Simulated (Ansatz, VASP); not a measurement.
**Li16Cd8HCl32 (H turning about Cl) in two plane-wave programs**

Aim: how closely do two programs agree when they are given the same cell, functional and k mesh? The Ansatz run is a path of several images between two structures; VASP solves its first image, and the two are compared there.

Calculated with Ansatz 0.2.0; plane waves, with VASP 6.6.1 beside it; single point at PBEsol.

**1. Set-up**

The cell holds 57 atoms: 16 Li, 8 Cd, 32 Cl and 1 H. Cell: a = 12.949 Å, b = 12.809 Å, c = 10.609 Å, α = 66.4°, β = 65.0°, γ = 48.6°. It derives from Li2CdCl4 (Li2CdCl4 (Imma)). Nearest the centre at fractional (0.699, 0.599, 0.447): H57 at 0.87 Å, Cl27 at 1.08 Å, Li11 at 2.19 Å, Cl36 at 2.38 Å, Cd20 at 2.58 Å, Cl39 at 2.67 Å, Li8 at 2.81 Å, Cl32 at 3.09 Å. The cell carries charge +1.

**2. Ansatz: path of images, PBEsol**

Ansatz runs on its default PAW (the set named soft_2) files.

With cell and atoms fixed, the geometry can't cause a difference; cores, projectors, grids and the points listed under the comparison can.

Contents of input.yaml:

```yaml
crystal:
  lattice:
    - [0.0, 7.62069283, 10.46883193]
    - [7.38022985, 0.0, 10.46883193]
    - [7.38022985, 7.62069283, 0.0]
  atoms:
    - { symbol: Li, position: [0.19953057, 0.44400648, 0.04924055] }
    - { symbol: Li, position: [0.41046713, 0.70284497, 0.2969507] }
    - { symbol: Li, position: [0.69296877, 0.95055562, 0.55579878] }
    - { symbol: Li, position: [0.94219913, 0.19539989, 0.80440766] }
    - { symbol: Li, position: [0.12386681, 0.62321144, 0.62786983] }
    - { symbol: Li, position: [0.36794878, 0.88023275, 0.87957039] }
    - { symbol: Li, position: [0.62388469, 0.12842402, 0.12198417] }
    - { symbol: Li, position: [0.92019772, 0.34339378, 0.34587801] }
    - { symbol: Li, position: [0.12796448, 0.12018246, 0.11956409] }
    - { symbol: Li, position: [0.37513382, 0.37192792, 0.37659726] }
    - { symbol: Li, position: [0.60964901, 0.65383779, 0.65641075] }
    - { symbol: Li, position: [0.87449062, 0.87779318, 0.87140204] }
    - { symbol: Li, position: [0.05683378, 0.80402637, 0.19578211] }
    - { symbol: Li, position: [0.3102503, 0.05151655, 0.44618378] }
    - { symbol: Li, position: [0.55443052, 0.30581147, 0.69399978] }
    - { symbol: Li, position: [0.80813188, 0.5536275, 0.94831143] }
    - { symbol: Cd, position: [-0.00196331, -0.00214167, 0.50142727] }
    - { symbol: Cd, position: [0.24989451, 0.24939802, 0.75041316] }
    - { symbol: Cd, position: [0.49752323, 0.49838216, 0.00194844] }
    - { symbol: Cd, position: [0.76172219, 0.75766047, 0.24217212] }
    - { symbol: Cd, position: [0.00129337, 0.50377415, 0.49605257] }
    - { symbol: Cd, position: [0.24758291, 0.74996107, 0.75463682] }
    - { symbol: Cd, position: [0.50081168, 0.00167745, -0.00186614] }
    - { symbol: Cd, position: [0.75237336, 0.24516008, 0.2498616] }
    - { symbol: Cl, position: [0.13348714, 0.12079595, 0.8789779] }
    - { symbol: Cl, position: [0.38613682, 0.36595444, 0.13279624] }
    - { symbol: Cl, position: [0.63902693, 0.61223088, 0.38757738] }
    - { symbol: Cl, position: [0.88507836, 0.86699787, 0.6338537] }
    - { symbol: Cl, position: [0.24381515, 0.74742911, 0.50915429] }
    - { symbol: Cl, position: [0.49544334, 0.99880255, 0.75464307] }
    - { symbol: Cl, position: [0.74557224, 0.25231041, 0.00188959] }
    - { symbol: Cl, position: [0.99504171, 0.50162201, 0.25179467] }
    - { symbol: Cl, position: [0.11586434, 0.63791458, 0.86403836] }
    - { symbol: Cl, position: [0.36757024, 0.888939, 0.11084425] }
    - { symbol: Cl, position: [0.61801642, 0.13575708, 0.36188708] }
    - { symbol: Cl, position: [0.85046426, 0.40207956, 0.59772356] }
    - { symbol: Cl, position: [0.24907646, 0.24516001, 0.00100979] }
    - { symbol: Cl, position: [0.5005919, 0.49064594, 0.25237733] }
    - { symbol: Cl, position: [0.74863647, 0.74799597, 0.4982001] }
    - { symbol: Cl, position: [0.99996431, 0.99791565, 0.74749351] }
    - { symbol: Cl, position: [0.00262969, 0.00172129, 0.25008908] }
    - { symbol: Cl, position: [0.24357574, 0.25579968, 0.50080181] }
    - { symbol: Cl, position: [0.50096688, 0.50779587, 0.74867559] }
    - { symbol: Cl, position: [0.7497508, 0.75243243, 1.00686358] }
    - { symbol: Cl, position: [0.13333024, 0.61409575, 0.38571267] }
    - { symbol: Cl, position: [0.37872139, 0.86546766, 0.64135032] }
    - { symbol: Cl, position: [0.63189059, 0.11386228, 0.88593266] }
    - { symbol: Cl, position: [0.88575772, 0.35842701, 0.1343197] }
    - { symbol: Cl, position: [0.000361, 0.4989996, 0.74402465] }
    - { symbol: Cl, position: [0.25464399, 0.74971436, 0.99806916] }
    - { symbol: Cl, position: [0.50922192, -0.0070382, 0.24737271] }
    - { symbol: Cl, position: [0.75764467, 0.2511104, 0.49200517] }
    - { symbol: Cl, position: [0.12702766, 0.11651005, 0.36672691] }
    - { symbol: Cl, position: [0.36209198, 0.38051848, 0.61929262] }
    - { symbol: Cl, position: [0.61048709, 0.63306007, 0.88326008] }
    - { symbol: Cl, position: [0.8685519, 0.88986128, 0.10995461] }
    - { symbol: H, position: [0.72367388, 0.51353626, 0.48625139] }
total_charge: 1
basis:
  ecutwfc: 420
  xc_grid: 2
hamiltonian:
  xc: pbesol
kpoints:
  mp_grid: { grid: [1, 1, 1] }
scf:
  occupations: { method: fixed }
  max_iter: 150
output:
  forces: true
neb:
  images: 3
  f_tol: 0.04
  climbing: true
  initial_path: idpp
  max_iterations: 45
  order_check: false
  final_atoms:
    - { symbol: Li, position: [0.19205213, 0.44401151, 0.05760092] }
    - { symbol: Li, position: [0.42487738, 0.69989974, 0.30012012] }
    - { symbol: Li, position: [0.69364063, 0.94603122, 0.55374438] }
    - { symbol: Li, position: [0.94863525, 0.1899074, 0.80634134] }
    - { symbol: Li, position: [0.12009162, 0.62310619, 0.62605651] }
    - { symbol: Li, position: [0.3758855, 0.87453459, 0.89495345] }
    - { symbol: Li, position: [0.6256601, 0.12940401, 0.12042449] }
    - { symbol: Li, position: [0.8953355, 0.35252608, 0.37645562] }
    - { symbol: Li, position: [0.1222585, 0.12690848, 0.12260177] }
    - { symbol: Li, position: [0.37514017, 0.37380785, 0.3755217] }
    - { symbol: Li, position: [0.65392922, 0.59527554, 0.65512301] }
    - { symbol: Li, position: [0.8729507, 0.87630737, 0.87303252] }
    - { symbol: Li, position: [0.05743651, 0.80484665, 0.19234819] }
    - { symbol: Li, position: [0.30056332, 0.07206722, 0.42659228] }
    - { symbol: Li, position: [0.5534925, 0.30495087, 0.6940303] }
    - { symbol: Li, position: [0.80640317, 0.55350188, 0.94909309] }
    - { symbol: Cd, position: [-0.00344687, -0.00222021, 0.50108763] }
    - { symbol: Cd, position: [0.25017753, 0.2498403, 0.75070002] }
    - { symbol: Cd, position: [0.49751006, 0.49922876, 0.00256519] }
    - { symbol: Cd, position: [0.75500841, 0.75790655, 0.24554313] }
    - { symbol: Cd, position: [0.00217574, 0.49919688, 0.4978123] }
    - { symbol: Cd, position: [0.2456172, 0.74031557, 0.75498824] }
    - { symbol: Cd, position: [0.50076402, 0.00306687, -0.00309921] }
    - { symbol: Cd, position: [0.75044527, 0.24774139, 0.25052375] }
    - { symbol: Cl, position: [0.142093, 0.11310413, 0.87746995] }
    - { symbol: Cl, position: [0.38391374, 0.36987476, 0.13037156] }
    - { symbol: Cl, position: [0.60225504, 0.64857608, 0.38842678] }
    - { symbol: Cl, position: [0.88346032, 0.86738753, 0.63344299] }
    - { symbol: Cl, position: [0.24175956, 0.74564444, 0.50755892] }
    - { symbol: Cl, position: [0.49531247, 0.99693508, 0.75464744] }
    - { symbol: Cl, position: [0.74576736, 0.25316157, 0.0016841] }
    - { symbol: Cl, position: [0.98607392, 0.50164672, 0.25656434] }
    - { symbol: Cl, position: [0.11214139, 0.6327675, 0.86739314] }
    - { symbol: Cl, position: [0.36540001, 0.89164085, 0.11650948] }
    - { symbol: Cl, position: [0.61851288, 0.13644255, 0.36171609] }
    - { symbol: Cl, position: [0.87528439, 0.37850905, 0.6100039] }
    - { symbol: Cl, position: [0.24826108, 0.2454968, 0.00135809] }
    - { symbol: Cl, position: [0.49792007, 0.49440827, 0.25121519] }
    - { symbol: Cl, position: [0.7465582, 0.74201106, 0.50234183] }
    - { symbol: Cl, position: [1.00588277, 0.99122328, 0.74754505] }
    - { symbol: Cl, position: [0.00112186, 0.00344506, 0.24853962] }
    - { symbol: Cl, position: [0.25073526, 0.25482843, 0.4983276] }
    - { symbol: Cl, position: [0.50226563, 0.50722175, 0.74709354] }
    - { symbol: Cl, position: [0.74738765, 0.75392917, 1.00613207] }
    - { symbol: Cl, position: [0.13001612, 0.61428684, 0.38422872] }
    - { symbol: Cl, position: [0.38928766, 0.85759341, 0.60313135] }
    - { symbol: Cl, position: [0.63314945, 0.11413612, 0.88391188] }
    - { symbol: Cl, position: [0.87719956, 0.36584706, 0.142762] }
    - { symbol: Cl, position: [0.00133722, 0.49806497, 0.74598527] }
    - { symbol: Cl, position: [0.25634783, 0.75417021, 0.98652165] }
    - { symbol: Cl, position: [0.50732594, 0.00328125, 0.24224172] }
    - { symbol: Cl, position: [0.75441431, 0.25157548, 0.4956168] }
    - { symbol: Cl, position: [0.11670701, 0.12450712, 0.36603412] }
    - { symbol: Cl, position: [0.36145392, 0.38175743, 0.61880721] }
    - { symbol: Cl, position: [0.60970102, 0.63469516, 0.87640394] }
    - { symbol: Cl, position: [0.8672664, 0.88654648, 0.11219903] }
    - { symbol: H, position: [0.49233748, 0.75647977, 0.49098129] }
```

The run is started by

```
ansatz run input.yaml --threads 32 --pin off --max-ram 84787MiB --backend cuda --events-out ev --progress --plain --runs-dir out --max-vram 78GiB
```

Numbers of over 12 decimals in the logs are rounded to 6 here.

The log of the run:

```text
Warning: neb: disabling space-group detection — the band's intermediate images generally break the endpoint symmetry, so no spatial operation reduces the k-mesh or symmetrises the density, except that a semilocal band can use its path's symmetry ahead of convergence; time reversal is kept, so that k and −k are solved as one point where they differ and the mesh holds both, and exact exchange and, on two spinor compone [...]
Engine: ansatz 0.2.0, aarch64-unknown-linux-gnu
Pseudopotentials: kind: paw
Pseudopotential: Li, paw, valence charge 3, recommended cutoff 420 eV (normal), Li.paw.azcp
Pseudopotential: Cd, paw, valence charge 20, recommended cutoff 420 eV (normal), Cd.paw.azcp
Pseudopotential: Cl, paw, valence charge 7, recommended cutoff 420 eV (normal), Cl.paw.azcp
Pseudopotential: H, paw, valence charge 1, recommended cutoff 420 eV (normal), H.paw.azcp
Functional definition: PBEsol
  exchange = pbesol_x
  correlation = pbesol_c
parallel-image band execution: 3 concurrent image workers
NEB image 0
[...]
Crystal: 57 atoms, lattice volume = 1177.586 Å³
Basis set: ecut = 420 eV, 23051 PW (Γ), exchange–correlation on 180×180×144 points (8 copies of the dense FFT grid, shifted against one another)
Bands: 273, of which v1, the nominal top of the filled ones, is band 216 counted from 1 (215 counted from 0)
Symmetry: 1 space group operations
k-points: 1
Non-local potential: Li, projectors of the file, l = 0: 3, l = 1: 2, l = 2: 1
Non-local potential: Cd, projectors of the file, l = 0: 3, l = 1: 2, l = 2: 2, l = 3: 1
Non-local potential: Cl, projectors of the file, l = 0: 2, l = 1: 2, l = 2: 2
Non-local potential: H, projectors of the file, l = 0: 2, l = 1: 1
PAW form: soft (Blöchl's): semilocal exchange-correlation on the pseudo side does not see the compensation charge
PAW frozen core: Cd, regenerated for the run's functional, and the local potential with it (the file was generated under x = pbe(κ = 0.804, μ = 0.219515), c = pbe(β = 0.066725))
PAW frozen core: Cl, regenerated for the run's functional, and the local potential with it (the file was generated under x = pbe(κ = 0.804, μ = 0.219515), c = pbe(β = 0.066725))
PAW one-centre angular grid: Li, 110 points (default); XC on 64 Gauss nodes
PAW one-centre angular grid: Cd, 590 points (default); XC on 64 Gauss nodes
PAW one-centre angular grid: Cl, 110 points (default); XC on 64 Gauss nodes
PAW one-centre angular grid: H, 110 points (default); XC on 64 Gauss nodes
Initial density: superposition of atomic densities (neutral atoms scaled as one to the charged cell's electrons: chi_scale 0, normalization atom), corrected by the library's trained network
Initial wavefunctions: pseudopotential atomic-orbital guess
[...]
Functional: x = pbesol(κ = 0.804, μ = 0.123457), c = pbesol(β = 0.046)
SCF iter   1: F=—  HF=-102770.384603 eV  |F-HF|=—  |Δ(HF+E_count)|=         —  Δρ=5.89e-3  dr2=8.03e-1  ethr=1.77e-3  ⟨swp⟩=4.0  Hψ=788  notcnv=0  defer=54
preconditioner: auto → Resta (q_TF=auto, 2.308 Å⁻¹)  ε∞=3.4  [insulator: Δε(μ)=3.580 eV  Ē_g=12.928 eV  n_scr=242 (ndim 8)  ℏωp=19.8 eV  f_vac=0.062  ε∞_Penn≈3.4]
SCF iter   2: F=—  HF=-102770.144539 eV  |F-HF|=—  |Δ(HF+E_count)|=   2.40e-1  Δρ=1.66e-3  dr2=7.24e-2  ethr=1.86e-4  ⟨swp⟩=3.0  Hψ=428  notcnv=0  defer=55
[...]
SCF iter   8: F=-102770.131073 eV  HF=-102770.131073 eV  |F-HF|=1.26e-8  |Δ(HF+E_count)|=   2.20e-7  Δρ=1.35e-6  dr2=2.17e-8  ethr=2.31e-11  ⟨swp⟩=4.0  Hψ=833  notcnv=0
SCF 1 converged in 8 iterations: F = -102770.131073 eV  dr2 = 2.17e-8
  greatest PAW one-centre occupation: 1.000 electrons in one spin orbital (limit 2), on the Cd atom at site 19 (counted from 0), in its partial waves of l = 0
[...]
NSCF: frozen V_eff on 1 k-points
NEB image 4
[...]
SCF 2 converged in 8 iterations: F = -102770.465038 eV  dr2 = 2.18e-8
[...]
SCF 4 converged in 8 iterations: F = -102769.885862 eV  dr2 = 2.60e-8
[...]
SCF 6 converged in 8 iterations: F = -102770.060121 eV  dr2 = 1.40e-8
[...]
SCF 8 converged in 8 iterations: F = -102770.320909 eV  dr2 = 1.65e-8
[...]
SCF 10 converged in 7 iterations: F = -102770.198053 eV  dr2 = 7.51e-8
[...]
SCF 12 converged in 7 iterations: F = -102770.108711 eV  dr2 = 9.21e-8
[...]
SCF 14 converged in 7 iterations: F = -102770.322922 eV  dr2 = 2.71e-8
[...]
SCF 16 converged in 7 iterations: F = -102770.270196 eV  dr2 = 4.28e-8
[...]
SCF 18 converged in 7 iterations: F = -102770.116865 eV  dr2 = 1.28e-8
[...]
SCF 20 converged in 7 iterations: F = -102770.298298 eV  dr2 = 1.16e-8
[...]
SCF 22 converged in 7 iterations: F = -102770.303853 eV  dr2 = 8.72e-8
[...]
SCF 24 converged in 5 iterations: F = -102770.118469 eV  dr2 = 7.72e-8
[...]
SCF 26 converged in 6 iterations: F = -102770.282390 eV  dr2 = 1.24e-8
[...]
SCF 28 converged in 6 iterations: F = -102770.307383 eV  dr2 = 3.70e-8
[...]
SCF 30 converged in 5 iterations: F = -102770.118549 eV  dr2 = 1.81e-8
[...]
SCF 32 converged in 6 iterations: F = -102770.278001 eV  dr2 = 1.21e-8
[...]
atoms:
    - { symbol: Li, position: [0.198018, 0.445274, 0.049680] }
    - { symbol: Li, position: [0.405200, 0.703760, 0.296791] }
    - { symbol: Li, position: [0.692080, 0.951351, 0.555616] }
    - { symbol: Li, position: [0.940392, 0.202735, 0.798030] }
    - { symbol: Li, position: [0.121745, 0.624150, 0.628457] }
    - { symbol: Li, position: [0.368150, 0.880509, 0.879316] }
    - { symbol: Li, position: [0.623904, 0.130661, 0.121026] }
    - { symbol: Li, position: [0.921446, 0.342639, 0.353884] }
    - { symbol: Li, position: [0.127201, 0.121825, 0.120283] }
    - { symbol: Li, position: [0.373707, 0.372317, 0.376544] }
    - { symbol: Li, position: [0.617604, 0.647563, 0.657725] }
    - { symbol: Li, position: [0.874909, 0.879693, 0.870100] }
    - { symbol: Li, position: [0.058100, 0.804054, 0.196828] }
    - { symbol: Li, position: [0.312124, 0.049385, 0.447935] }
    - { symbol: Li, position: [0.552776, 0.305735, 0.695240] }
    - { symbol: Li, position: [0.808667, 0.552848, 0.951209] }
    - { symbol: Cd, position: [-0.00312864, -0.000394561, 0.502386] }
    - { symbol: Cd, position: [0.249084, 0.249683, 0.751092] }
    - { symbol: Cd, position: [0.498017, 0.498370, 0.000999609] }
    - { symbol: Cd, position: [0.765194, 0.761080, 0.239588] }
    - { symbol: Cd, position: [-0.000825451, 0.501534, 0.498934] }
    - { symbol: Cd, position: [0.247599, 0.750872, 0.754255] }
    - { symbol: Cd, position: [0.500709, 0.00208159, -0.00142255] }
    - { symbol: Cd, position: [0.752125, 0.246499, 0.249590] }
    - { symbol: Cl, position: [0.132485, 0.121737, 0.879145] }
    - { symbol: Cl, position: [0.385687, 0.366615, 0.131876] }
    - { symbol: Cl, position: [0.623322, 0.624697, 0.376694] }
    - { symbol: Cl, position: [0.883342, 0.869101, 0.634050] }
    - { symbol: Cl, position: [0.241476, 0.747876, 0.510247] }
    - { symbol: Cl, position: [0.495298, 0.999203, 0.755218] }
    - { symbol: Cl, position: [0.746284, 0.253719, 0.0011053] }
    - { symbol: Cl, position: [0.992574, 0.503747, 0.251765] }
    - { symbol: Cl, position: [0.115125, 0.639416, 0.864344] }
    - { symbol: Cl, position: [0.367089, 0.889691, 0.111200] }
    - { symbol: Cl, position: [0.618287, 0.136427, 0.361377] }
    - { symbol: Cl, position: [0.848111, 0.403734, 0.597369] }
    - { symbol: Cl, position: [0.249055, 0.245581, 0.00146486] }
    - { symbol: Cl, position: [0.498942, 0.490423, 0.252727] }
    - { symbol: Cl, position: [0.747624, 0.749128, 0.496795] }
    - { symbol: Cl, position: [1.000538, 0.999562, 0.746925] }
    - { symbol: Cl, position: [0.00223141, 0.00275958, 0.251227] }
    - { symbol: Cl, position: [0.243686, 0.255246, 0.501190] }
    - { symbol: Cl, position: [0.501102, 0.507654, 0.747514] }
    - { symbol: Cl, position: [0.750069, 0.753257, 1.007907] }
    - { symbol: Cl, position: [0.130561, 0.613455, 0.387243] }
    - { symbol: Cl, position: [0.383063, 0.861597, 0.641456] }
    - { symbol: Cl, position: [0.631895, 0.114277, 0.886441] }
    - { symbol: Cl, position: [0.885324, 0.359416, 0.139108] }
    - { symbol: Cl, position: [-0.000691937, 0.499608, 0.745343] }
    - { symbol: Cl, position: [0.255239, 0.749668, 0.998081] }
    - { symbol: Cl, position: [0.510545, -0.0072449, 0.247492] }
    - { symbol: Cl, position: [0.755610, 0.253660, 0.492925] }
    - { symbol: Cl, position: [0.128439, 0.115666, 0.367955] }
    - { symbol: Cl, position: [0.360907, 0.381063, 0.619675] }
    - { symbol: Cl, position: [0.611130, 0.632850, 0.885227] }
    - { symbol: Cl, position: [0.870478, 0.893407, 0.107316] }
    - { symbol: H, position: [0.687663, 0.521436, 0.480014] }
```

The column dr2 measures how far the density is from self-consistency, as an energy; F and HF (Harris–Foulkes) agree once it is small.

[end of part 1 of 2]

[Lines on the potential files, build, host, timing and source positions are cut from VASP's logs without a mark.]

[Logs are printed without paths, hosts, clocks, repeated set-up lines and the standing remarks that a program may print on its own settings, such as how far it seeks lower states.]

[Hosts, paths, dates, database ids (printed as entryN), source tags and the programs' standing remarks are cut or masked in the printed files.]
